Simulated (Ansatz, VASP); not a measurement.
# Ge (Germanium) in two plane-wave programs, part 2 of 2

Wanted: the spread between two codes on one cell, functional and k mesh. The cell is taken from a series of runs on this material, whose earlier steps may have relaxed, scaled, displaced or heated it; both programs get it as it stands.

VASP 6.6.1 and Ansatz 0.2.0.

So far: The structure; Ansatz: zone-centre phonons, PBE with D3(BJ); VASP: zone-centre phonons, PBE with D3(BJ).

**3. VASP: zone-centre phonons, PBE with D3(BJ) (continued)**

Level of this step: PBE with D3(BJ); plane waves and PAW (Ge_d) (VASP).

Numbers of over 12 decimals in the logs are rounded to 6 here.

OUTCAR, selected parts (step 3):

```text
ion  position               nearest neighbor table
   1  0.000  0.000  0.000-   2 2.47   2 2.47   2 2.47   2 2.47
   2  0.250  0.250  0.250-   1 2.47   1 2.47   1 2.47   1 2.47

  LATTYP: Found a face centered cubic cell.
 ALAT       =     5.6996475250

 Subroutine GETGRP returns: Found 48 space group operations
 (whereof 24 operations were pure point group operations)

The static configuration has the point symmetry T_d .
 The point group associated with its full space group is O_h .

 Found    145 irreducible k-points:

   k-points           NKPTS =    145   k-points in BZ     NKDIM =    145   number of bands    NBANDS=     20

   dimension x,y,z NGX =    30 NGY =   30 NGZ =   30
   dimension x,y,z NGXF=    60 NGYF=   60 NGZF=   60

   ENCUT  =  500.0 eV  36.75 Ry    6.06 a.u.   7.35  7.35  7.35*2*pi/ulx,y,z

   NELECT =      28.0000    total number of electrons

 k-points in reciprocal lattice and weights: Automatic mesh
   0.00000000  0.00000000  0.00000000       0.000
   0.06250000  0.00000000  0.00000000       0.002
   0.12500000  0.00000000  0.00000000       0.002
   0.18750000  0.00000000  0.00000000       0.002
   0.25000000  0.00000000  0.00000000       0.002
   0.31250000  0.00000000  0.00000000       0.002
   0.37500000  0.00000000  0.00000000       0.002
   0.43750000  0.00000000  0.00000000       0.002
   0.50000000  0.00000000  0.00000000       0.001
[...]
-0.31250000  0.50000000  0.18750000       0.003
  -0.25000000  0.50000000  0.25000000       0.001

 Edisp (eV)   -0.58093

 average (electrostatic) potential at core
       1 -74.5413       2 -74.5413

 E-fermi :   4.8141

 k-point     1 :       0.0000    0.0000    0.0000
  band No.  band energies     occupation
    ...
     11      -7.8270      2.00000
     12       4.6121      2.05228
     13       4.7092      1.76664
     14       4.7790      1.29232
     15       4.8476      0.72137
     16       7.2703     -0.00000
     17       7.3229     -0.00000
     18       7.3770     -0.00000
     19      11.1512      0.00000
     20      14.2029      0.00000

 k-point     2 :       0.0625    0.0000    0.0000
  band No.  band energies     occupation
    ...
     10     -19.7581      2.00000
     11      -7.7804      2.00000
     12       3.6067      2.00000
     13       4.6182      2.04581
     14       4.7072      1.77714
     15       5.5070     -0.00001
     16       7.4220     -0.00000
     17       7.5007     -0.00000
     18       7.5033     -0.00000
     19      11.4088      0.00000
    ...

 k-point     3 :       0.1250    0.0000    0.0000
  band No.  band energies     occupation
    ...
     10     -19.7519      2.00000
     11      -7.6414      2.00000
     12       2.4185      2.00000
     13       4.3959      2.01178
     14       4.4785      2.03900
     15       5.7074     -0.00000
     16       7.7325     -0.00000
     17       7.8044     -0.00000
     18       8.2027     -0.00000
     19      12.0614      0.00000
    ...

 Edisp (eV)   -0.58093

  Total      -0.02975    -0.02794    -0.02794     0.00000    -0.12560     0.00000
  in kB      -1.02961    -0.96695    -0.96695     0.00000    -4.34723     0.00000
  external pressure =       -0.99 kB  Pullay stress =        0.00 kB

  energy-cutoff  :      500.00
  volume of cell :       46.29
      direct lattice vectors                 reciprocal lattice vectors
     0.000000000  2.849823762  2.849823762    -0.175449446  0.175449446  0.175449446
     2.849823762  0.000000000  2.849823762     0.175449446 -0.175449446  0.175449446
     2.849823762  2.849823762  0.000000000     0.175449446  0.175449446 -0.175449446

 POSITION                                       TOTAL-FORCE (eV/Angst)
 -----------------------------------------------------------------------------------
     -0.01500      0.00000      0.00000         0.161120      0.000000      0.000000
      1.42491      1.42491      1.42491        -0.161120      0.000000      0.000000
 -----------------------------------------------------------------------------------
    total drift:                               -0.000086      0.000003      0.000002

  FREE ENERGIE OF THE ION-ELECTRON SYSTEM (eV)
  ---------------------------------------------------
  free  energy   TOTEN  =        -9.6070106431 eV

  energy  without entropy=       -9.6071944892  energy(sigma->0) =       -9.60707193

 Eigenvectors and eigenvalues of the dynamical matrix
 ----------------------------------------------------

   1 f  =    8.503990 THz    53.432142 2PiTHz  283.662558 cm-1    35.169659 meV
             X         Y         Z           dx          dy          dz
      0.000000  0.000000  0.000000     0.000000   -0.707107    0.000000
      1.424912  1.424912  1.424912     0.000000    0.707107    0.000000

   2 f  =    8.503990 THz    53.432142 2PiTHz  283.662558 cm-1    35.169659 meV
             X         Y         Z           dx          dy          dz
      0.000000  0.000000  0.000000    -0.707107    0.000000    0.000000
      1.424912  1.424912  1.424912     0.707107    0.000000    0.000000

   3 f  =    8.503990 THz    53.432142 2PiTHz  283.662558 cm-1    35.169659 meV
             X         Y         Z           dx          dy          dz
      0.000000  0.000000  0.000000     0.000000    0.000000   -0.707107
      1.424912  1.424912  1.424912     0.000000    0.000000    0.707107

   4 f  =    0.000000 THz     0.000000 2PiTHz    0.000000 cm-1     0.000000 meV
             X         Y         Z           dx          dy          dz
      0.000000  0.000000  0.000000     0.707107    0.000000    0.000000
      1.424912  1.424912  1.424912     0.707107    0.000000    0.000000

   5 f  =    0.000000 THz     0.000000 2PiTHz    0.000000 cm-1     0.000000 meV
             X         Y         Z           dx          dy          dz
      0.000000  0.000000  0.000000     0.000000    0.707107    0.000000
      1.424912  1.424912  1.424912     0.000000    0.707107    0.000000

   6 f  =    0.000000 THz     0.000000 2PiTHz    0.000000 cm-1     0.000000 meV
             X         Y         Z           dx          dy          dz
      0.000000  0.000000  0.000000     0.000000    0.000000    0.707107
      1.424912  1.424912  1.424912     0.000000    0.000000    0.707107

 ELASTIC MODULI CONTR FROM IONIC RELAXATION (kBar)
 Direction    XX          YY          ZZ          XY          YZ          ZX
 --------------------------------------------------------------------------------
 XX          -0.0000     -0.0000     -0.0000     -0.0000     -0.0000      0.0000
 YY          -0.0000     -0.0000     -0.0000     -0.0000     -0.0000      0.0000
 ZZ          -0.0000     -0.0000     -0.0000     -0.0000     -0.0000      0.0000
 XY          -0.0000     -0.0000     -0.0000   -226.7734      0.0000      0.0000
 YZ          -0.0000     -0.0000     -0.0000      0.0000   -226.7734      0.0000
 ZX           0.0000      0.0000      0.0000      0.0000      0.0000   -226.7734
 --------------------------------------------------------------------------------

 total charge
# of ion       s       p       d       tot
------------------------------------------
    1        1.133   1.241  10.021  12.394
    2        1.133   1.241  10.021  12.394
--------------------------------------------------
tot          2.265   2.482  20.041  24.788

[... 3 further parts left out ...]
```

CONTCAR:

```
Ge
   1.00000000000000
     0.0000000000000000    2.8498237624999998    2.8498237624999998
     2.8498237624999998    0.0000000000000000    2.8498237624999998
     2.8498237624999998    2.8498237624999998    0.0000000000000000
  Ge
     2
Direct
     0.0026317416882722   -0.0026317416882722   -0.0026317416882722
     0.2500000000000000    0.2500000000000000    0.2500000000000000
```

Methfessel-Paxton smearing is not meant for a cell with a gap.

Levels, forces or a CONTCAR printed for this step are those of its last displaced cell, not of the structure at rest.

**4. Comparison**

Known differences besides the potentials themselves: the cutoff is 420 eV in Ansatz and 500 eV in VASP; Ansatz takes the dispersion share of the force constants at frozen C6 weights, VASP differentiates the full forces; VASP uses finite displacements, Ansatz perturbation theory. Total energies have different zeros and are not compared.

Both answers:

```csv
quantity,Ansatz,VASP,difference
optical mode 1 to 3 (cm⁻¹),284.1,283.7,+0.15 %
```

Our record labels this cell a metal in Ansatz alone; each run is judged by its own test, so with a small gap or wide smearing the label says little about the levels. Modes are paired by rising frequency, not by their patterns, so a pair may set unlike modes beside each other; they are those without the splitting of longitudinal modes.

**5. What came out**

| Quantity | Value |
| --- | --- |
| r.m.s. difference of the optical zone-centre modes, each program's sorted by frequency (zone-centre phonons, PBE with D3(BJ)) | 0.42 cm⁻¹ |

The r.m.s. difference of the optical zone-centre modes, each program's sorted by frequency is 0.42 cm⁻¹ (zone-centre phonons, PBE with D3(BJ)). How closely two codes agree says nothing of how well the functional describes the real material.

[Lines on the potential files, build, host, timing and source positions are cut from VASP's logs without a mark.]

[Logs are printed without paths, hosts, clocks, repeated set-up lines and the standing remarks that a program may print on its own settings, such as how far it seeks lower states.]

[Hosts, paths, dates, database ids (printed as entryN), source tags and the programs' standing remarks are cut or masked in the printed files.]
